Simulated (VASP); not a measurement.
# CsHgH3 (Pm-3m) in VASP: notebook

One crystal, CsHgH3, is run at these levels: PBE; tasks: relaxation of cell and atoms, single point.

Program: VASP 6.6.1. These are calculated values, not measurements. Logs are shortened: lines on timing, memory, paths and dates and some standing lists are left out, and cuts for length are marked.

## 1. Starting point

It takes space group Pm-3m (No. 221, cubic). The conventional cell has a = 4.319 Å, b = 4.319 Å, c = 4.319 Å, α = 90.00°, β = 90.00°, γ = 90.00°. Cs (site symmetry m-3m) is surrounded by 12 H at 3.05 Å. Around Hg (site symmetry m-3m) lie 6 H at 2.16 Å. H (site symmetry 4/mmm) is surrounded by 2 Hg at 2.16 Å.

The cell was built by a generator and needn't be a form met in nature.

## 2. Relaxation of cell and atoms, PBE

INCAR

```
  PREC = Accurate
  ENCUT = 600
  EDIFF = 1E-7
  ISMEAR = 0
  SIGMA = 0.1
  LREAL = False
  LASPH = True
  NELM = 80
  ALGO = Normal
  ISIF = 3
  LWAVE = False
  LCHARG = False
  GGA = PE
  IBRION = 2
  NSW = 100
  EDIFFG = -0.01
```

KPOINTS

```
Automatic mesh
0
Gamma
  10 10 10
```

POSCAR

```
CsHgH3
1.0
    4.3186098374      0.0000000000      0.0000000000
    0.0000000000      4.3186098374      0.0000000000
    0.0000000000      0.0000000000      4.3186098374
Cs Hg H
1 1 3
Direct
    0.0000000000      0.0000000000      0.0000000000
    0.5000000000      0.5000000000      0.5000000000
    0.0000000000      0.5000000000      0.5000000000
    0.5000000000      0.5000000000      0.0000000000
    0.5000000000      0.0000000000      0.5000000000
```

Potentials or basis: VASP PAW PBE potentials, release 64 (Cs_sv, Hg, H).

Started as:

```sh
$ cat potpaw_PBE.64/Cs_sv/POTCAR potpaw_PBE.64/Hg/POTCAR potpaw_PBE.64/H/POTCAR > POTCAR
$ mpirun -np 1 vasp_std > vasp.out
```

OUTCAR:

```text
PREC = Accurate
   ENCUT = 600
   EDIFF = 1E-7
   ISMEAR = 0
   LREAL = False
   LASPH = True
   NELM = 80
   ISIF = 3
   GGA = PE
   IBRION = 2
   NSW = 100
   EDIFFG = -0.01

 ion  position               nearest neighbor table
   1  0.000  0.000  0.000-
   2  0.500  0.500  0.500-   3 2.16   4 2.16   5 2.16   4 2.16   5 2.16   3 2.16
   3  0.000  0.500  0.500-   2 2.16   2 2.16
   4  0.500  0.500  0.000-   2 2.16   2 2.16
   5  0.500  0.000  0.500-   2 2.16   2 2.16

  LATTYP: Found a simple cubic cell.
 ALAT       =     4.3186098374

  Lattice vectors:

 A1 = (   4.3186098374,   0.0000000000,   0.0000000000)
 A2 = (   0.0000000000,   4.3186098374,   0.0000000000)
 A3 = (   0.0000000000,   0.0000000000,   4.3186098374)

Analysis of symmetry for initial positions (statically):
=====================================================================
 Subroutine PRICEL returns:
 Original cell was already a primitive cell.

 Routine SETGRP: Setting up the symmetry group for a
 simple cubic supercell.

 Subroutine GETGRP returns: Found 48 space group operations
 (whereof 48 operations were pure point group operations)
 out of a pool of 48 trial point group operations.

The static configuration has the point symmetry O_h .

Analysis of symmetry for dynamics (positions and initial velocities):
=====================================================================
 Subroutine PRICEL returns:
 Original cell was already a primitive cell.

 Routine SETGRP: Setting up the symmetry group for a
 simple cubic supercell.

 Subroutine GETGRP returns: Found 48 space group operations
 (whereof 48 operations were pure point group operations)
 out of a pool of 48 trial point group operations.

The dynamic configuration has the point symmetry O_h .

 Subroutine INISYM returns: Found 48 space group operations
 (whereof 48 operations are pure point group operations),
 and found     1 'primitive' translations

----------------------------------------------------------------------------------------

                                     Primitive cell

  volume of cell :      80.5438

  direct lattice vectors                    reciprocal lattice vectors
     4.318609837  0.000000000  0.000000000     0.231555995  0.000000000  0.000000000
     0.000000000  4.318609837  0.000000000     0.000000000  0.231555995  0.000000000
[... 159 lines left out ...]
     4.318609837  0.000000000  0.000000000     0.231555995  0.000000000  0.000000000
     0.000000000  4.318609837  0.000000000     0.000000000  0.231555995  0.000000000
     0.000000000  0.000000000  4.318609837     0.000000000  0.000000000  0.231555995

 POSITION                                       TOTAL-FORCE (eV/Angst)
 -----------------------------------------------------------------------------------
      0.00000      0.00000      0.00000         0.000000      0.000000      0.000000
      2.15930      2.15930      2.15930         0.000000      0.000000      0.000000
      0.00000      2.15930      2.15930         0.000000      0.000000      0.000000
      2.15930      2.15930      0.00000         0.000000      0.000000      0.000000
      2.15930      0.00000      2.15930         0.000000      0.000000      0.000000
 -----------------------------------------------------------------------------------
    total drift:                                0.000000      0.000000      0.000000

  FREE ENERGIE OF THE ION-ELECTRON SYSTEM (eV)
  ---------------------------------------------------
  free  energy   TOTEN  =       -10.5065580498 eV

  energy  without entropy=      -10.5013940603  energy(sigma->0) =      -10.50397606

--------------------------------------- Ionic step        2  -------------------------------------------

 number of electron      24.0000004 magnetization

 Free energy of the ion-electron system (eV)
  ---------------------------------------------------
  ext. energy  EPLUGINS =         0.00000000
  ---------------------------------------------------
  free energy    TOTEN  =       -10.50681109 eV

  energy without entropy =      -10.50162378  energy(sigma->0) =      -10.50421743

 E-fermi :   1.5772     XC(G=0):  -9.2615

 val. band max:        1.5733663864   @ k =   0.4000   0.3000   0.3000
 cond. band min:       1.5778009674   @ k =   0.1000   0.1000   0.0000
 fundamental gap:      0.0044345810
 Fermi energy:         1.5772110790

 k-point     1 :       0.0000    0.0000    0.0000
  band No.  band energies     occupation
      1     -19.6641      2.00000
      2      -6.3338      2.00000
      3      -6.3338      2.00000
      4      -6.3338      2.00000
      5      -5.8802      2.00000
      6      -5.8802      2.00000
[... 433 lines left out ...]
      3      -6.4685      2.00000
      4      -6.4455      2.00000
      5      -5.7720      2.00000
      6      -5.3751      2.00000
[... 8 lines left out ...]
     15       6.3389      0.00000
     16       6.9079      0.00000

 [... further k-points ...]

------------------------ aborting loop because EDIFF is reached ----------------------------------------

  FORCE on cell =-STRESS in cart. coord.  units (eV):
  Direction    XX          YY          ZZ          XY          YZ          ZX
  --------------------------------------------------------------------------------------
  -------------------------------------------------------------------------------------
  Total        0.0498868      0.0498868      0.0498868      0.0000000      0.0000000      0.0000000
  in kB        0.9891953      0.9891953      0.9891953      0.0000000      0.0000000      0.0000000
  external PRESSURE =       0.9891953 kB  Pullay stress =       0.0000000 kB

 VOLUME and BASIS-vectors are now :
 -----------------------------------------------------------------------------
  energy-cutoff  :      600.00
  volume of cell :       80.80
      direct lattice vectors                 reciprocal lattice vectors
     4.323195031 -0.000000000  0.000000000     0.231310406 -0.000000000  0.000000000
     0.000000000  4.323195031  0.000000000     0.000000000  0.231310406  0.000000000
    -0.000000000 -0.000000000  4.323195031    -0.000000000 -0.000000000  0.231310406

 POSITION                                       TOTAL-FORCE (eV/Angst)
 -----------------------------------------------------------------------------------
      0.00000      0.00000      0.00000        -0.000000      0.000000      0.000000
      2.16160      2.16160      2.16160         0.000000     -0.000000      0.000000
      0.00000      2.16160      2.16160        -0.000000      0.000000      0.000000
      2.16160      2.16160      0.00000        -0.000000      0.000000      0.000000
      2.16160     -0.00000      2.16160        -0.000000      0.000000      0.000000
 -----------------------------------------------------------------------------------
    total drift:                                0.000000      0.000000      0.000000

  FREE ENERGIE OF THE ION-ELECTRON SYSTEM (eV)
  ---------------------------------------------------
  free  energy   TOTEN  =       -10.5068110875 eV

  energy  without entropy=      -10.5016237755  energy(sigma->0) =      -10.50421743

 reached required accuracy - stopping structural energy minimisation
```

OSZICAR:

```text
N       E                     dE             d eps       ncg     rms          rms(c)
[... 19 lines left out ...]
DAV:   2    -0.105070413294E+02    0.17813E-02   -0.48608E-03  1808   0.883E-01    0.103E-01
DAV:   3    -0.105068566683E+02    0.18466E-03   -0.52548E-04  2104   0.200E-01    0.100E-01
DAV:   4    -0.105068148754E+02    0.41793E-04   -0.15269E-04  2072   0.105E-01    0.114E-02
DAV:   5    -0.105068119823E+02    0.28932E-05   -0.17343E-05  1936   0.483E-02    0.609E-03
DAV:   6    -0.105068111968E+02    0.78553E-06   -0.28613E-06  2192   0.166E-02    0.425E-03
DAV:   7    -0.105068109820E+02    0.21480E-06   -0.58993E-07  1936   0.774E-03    0.835E-04
DAV:   8    -0.105068111613E+02   -0.17938E-06   -0.67019E-08  1016   0.236E-03    0.975E-04
DAV:   9    -0.105068110875E+02    0.73854E-07   -0.25676E-08   992   0.190E-03
   2 F= -.10506811E+02 E0= -.10504217E+02  d E =-.253038E-03
```

Wall time 100 s (1 thread of Intel Xeon Platinum 8559C (Emerald Rapids), shared host); peak memory 0.28 GiB.

What came out:

| Item | Value |
| --- | --- |
| Free energy | -10.5068 eV |
| Relaxed volume | 16.16 Å³/atom |
| Relaxed cell | a = 4.323 Å, b = 4.323 Å, c = 4.323 Å, α = 90.00°, β = 90.00°, γ = 90.00° |
| Space group after relaxing (to 0.05 Å) | Pm-3m (No. 221) |
| Energy gained by relaxing | 0.1 meV/atom |
| Ionic steps | 2 |
| Pressure after relaxing | 0.1 GPa |
| Band gap on the k mesh | none (metal or under the smearing width) |

The path:
```csv
step,energy change (eV),largest force (eV/Å),pressure (GPa),volume (Å³)
1,0.0000,0.0000,0.22,80.54
2,-0.0003,0.0000,0.10,80.80
```

Final structure:
```
CELL_PARAMETERS angstrom
4.32320 0.00000 0.00000
0.00000 4.32320 0.00000
0.00000 0.00000 4.32320
ATOMIC_POSITIONS crystal
Cs 0.00000 0.00000 0.00000
Hg 0.50000 0.50000 0.50000
H 0.00000 0.50000 0.50000
H 0.50000 0.50000 0.00000
H 0.50000 0.00000 0.50000
```

Spin-orbit coupling is left out, which matters for the levels of Cs, Hg.

## 3. Single point, PBE

INCAR

```
PREC = Accurate ; ENCUT = 520
EDIFF = 1E-6 ; ISMEAR = 0
SIGMA = 0.1 ; LREAL = F
LASPH = T ; NELM = 80
ALGO = Fast ; ISIF = 2
LWAVE = F ; LCHARG = F
GGA = PE ; NBANDS = 20
```

KPOINTS

```
regular mesh
0
Gamma
  4 4 4
```

POSCAR is that of step 2.

Potentials or basis: VASP PAW PBE potentials, release 64 (Cs_sv, Hg, H).

Started as:

```sh
$ cat potpaw_PBE.64/Cs_sv/POTCAR potpaw_PBE.64/Hg/POTCAR potpaw_PBE.64/H/POTCAR > POTCAR
$ mpirun -np 1 vasp_std > vasp.out
```

Wall time 11 s (1 thread of Intel Xeon Platinum 8559C (Emerald Rapids), shared host); peak memory 0.18 GiB.

The run converged. Its results:

```yaml
Free_energy: -10.5258 eV
Pressure: 0.0 GPa
Band_gap_on_the_k_mesh: none (metal or under the smearing width)
```

Levels at points of the mesh, in eV from the Fermi level:
```
           k point  band 8  band 9  band 10  band 11  band 12  band 13  band 14  band 15  band 16  band 17
(0.00, 0.00, 0.00)   -6.80   -6.80    -6.80    -0.18    -0.18     4.00     4.00     4.00     5.63     5.63
(0.50, 0.00, 0.00)   -6.67   -6.67    -4.97    -4.04     0.32     2.75     2.75     3.29     4.74     5.85
(0.50, 0.50, 0.00)   -6.87   -6.82    -5.05    -2.89    -2.89     2.77     3.13     4.92     5.40     5.40
(0.50, 0.50, 0.50)   -6.62   -6.62    -3.91    -3.91    -3.91    -3.17     7.15     7.15     7.15     7.83
```

Caveat: the k mesh is coarse (spacing up to 0.36 Å⁻¹), so the values aren't converged.

## 4. Relaxation of cell and atoms, PBE

INCAR

```
SYSTEM = CsHgH3
PREC = Accurate
ENCUT = 600
EDIFF = 1E-6
ISMEAR = 0
SIGMA = 0.1
LREAL = .False.
LASPH = .True.
NELM = 100
ALGO = Normal
ISIF = 3
LWAVE = .False.
LCHARG = .False.
GGA = PE
IBRION = 2
NSW = 90
EDIFFG = -0.04
```

KPOINTS

```
Automatic mesh
0
Gamma
  4 4 4
  0 0 0
```

POSCAR is that of step 3.

Started as:

```sh
$ cat potpaw_PBE.64/Cs_sv/POTCAR potpaw_PBE.64/Hg/POTCAR potpaw_PBE.64/H/POTCAR > POTCAR
$ mpirun -np 1 vasp_std > vasp.out
```

Wall time 20 s (1 thread of Intel Xeon Platinum 8559C (Emerald Rapids), shared host); peak memory 0.21 GiB.

The run converged. Its results:

```
Free energy             : -10.5266 eV
Pressure after relaxing : 0.1 GPa
Band gap on the k mesh  : none (metal or under the smearing width)
```

Final structure:
```
Cs Hg H
1.0
     4.31861    0.00000    0.00000
     0.00000    4.31861    0.00000
     0.00000    0.00000    4.31861
Cs Hg H
1 1 3
Direct
  0.00000 0.00000 0.00000
  0.50000 0.50000 0.50000
  0.00000 0.50000 0.50000
  0.50000 0.50000 0.00000
  0.50000 0.00000 0.50000
```

Levels at points of the mesh, in eV from the Fermi level:
| k point | band 10 | band 11 | band 12 | band 13 | band 14 | band 15 |
| --- | --- | --- | --- | --- | --- | --- |
| (0.00, 0.00, 0.00) | -6.80 | -0.18 | -0.18 | 4.00 | 4.00 | 4.00 |
| (0.50, 0.00, 0.00) | -4.97 | -4.04 | 0.32 | 2.75 | 2.75 | 3.29 |
| (0.50, 0.50, 0.00) | -5.05 | -2.89 | -2.89 | 2.77 | 3.13 | 4.92 |
| (0.50, 0.50, 0.50) | -3.91 | -3.91 | -3.91 | -3.17 | 7.15 | 7.15 |

Caveat: the k mesh is coarse (spacing up to 0.36 Å⁻¹), so the values aren't converged; the relaxation stopped at its first step, so nothing moved. Spin-orbit coupling is left out, which matters for the levels of Cs, Hg.

## 5. Single point, PBE

This run uses another cell than the first one, of 22.62 Å³/atom, 1.404 times its volume.

INCAR

```
SYSTEM = CsHgH3
  ALGO = Normal
  EDIFF = 1E-7
  ENCUT = 520
  GGA = PE
  ISIF = 2
  ISMEAR = 0
  LASPH = .True.
  LCHARG = .True.
  LELF = .True.
  LREAL = .False.
  LVHAR = .True.
  LWAVE = .False.
  NBANDS = 20
  NELM = 80
  PREC = Accurate
  SIGMA = 0.1
```

KPOINTS

```
k-points
0
Gamma
  4 4 4
  0 0 0
```

POSCAR

```
CsHgH3
1.0
    3.4197775600      1.9744094900      2.7922366800
   -3.4197775600      1.9744094900      2.7922366800
    0.0000000000     -3.9488189900      2.7922366800
Cs Hg H
1 1 3
Direct
    0.4822235300      0.4822235300      0.4822235300
    0.9822235300      0.9822235300      0.9822235300
    0.0000000000      0.5000000000      0.0000000000
    0.5000000000      0.0000000000      0.0000000000
    0.0000000000      0.0000000000      0.5000000000
```

Started as:

```sh
$ cat potpaw_PBE.64/Cs_sv/POTCAR potpaw_PBE.64/Hg/POTCAR potpaw_PBE.64/H/POTCAR > POTCAR
$ mpirun -np 1 vasp_std > vasp.out
```

Wall time 30 s (1 thread of Intel Xeon Platinum 8559C (Emerald Rapids), shared host); peak memory 0.21 GiB.

Results (log left out):

| Quantity | Value |
| --- | --- |
| Free energy | -9.7540 eV |
| Pressure | -5.6 GPa |
| Largest force | 0.217 eV/Å |
| Band gap on the k mesh | none (metal or under the smearing width) |

Forces in eV/Å, atoms in the order of the input:
```
Cs   0.000  0.000  0.065
Hg   0.000  0.000 -0.217
H   -0.161  0.093  0.050
H    0.161  0.093  0.050
H    0.000 -0.186  0.050
```

Stress tensor (GPa, compression positive):
```
-5.65  0.00  0.00
 0.00 -5.65  0.00
 0.00  0.00 -5.48
```

Levels at points of the mesh, in eV from the Fermi level:
| k point | band 10 | band 11 | band 12 | band 13 | band 14 | band 15 |
| --- | --- | --- | --- | --- | --- | --- |
| (0.00, 0.00, 0.00) | -5.49 | -0.08 | -0.08 | 3.83 | 3.95 | 3.95 |
| (0.50, 0.00, 0.00) | -4.27 | -2.51 | 0.14 | 3.12 | 3.42 | 3.46 |
| (0.50, 0.50, 0.00) | -3.88 | -1.96 | -1.94 | 1.82 | 3.50 | 4.82 |
| (0.50, 0.50, 0.50) | -2.72 | -2.31 | -2.31 | -2.08 | 5.97 | 6.06 |

The run has no spin-orbit coupling, so splittings on Cs, Hg are missing.

## 6. Summary

```csv
task,cell,k mesh,cutoff (eV),mesh quality,gap on the mesh (eV),pressure (GPa)
relaxation of cell and atoms,relaxed,10 × 10 × 10,600,not flagged,none,0.1
single point,"Pm-3m, 16.11 Å³/atom",4 × 4 × 4,520,coarse,none,0.0
relaxation of cell and atoms,relaxed,4 × 4 × 4,600,coarse,none,0.1
single point,"R3m, 22.62 Å³/atom",4 × 4 × 4,520,not flagged,none,-5.6
```

Alike in all rows: level PBE; potentials or basis VASP PAW PBE potentials, release 64 (Cs_sv, Hg, H); no spin polarisation; smearing gaussian 0.1 eV.

Caveats: some runs use coarse meshes; the relaxation stopped at its first step, so nothing moved (some runs).

Total energies depend on the potentials used, so only differences within one code and one set of settings carry meaning.
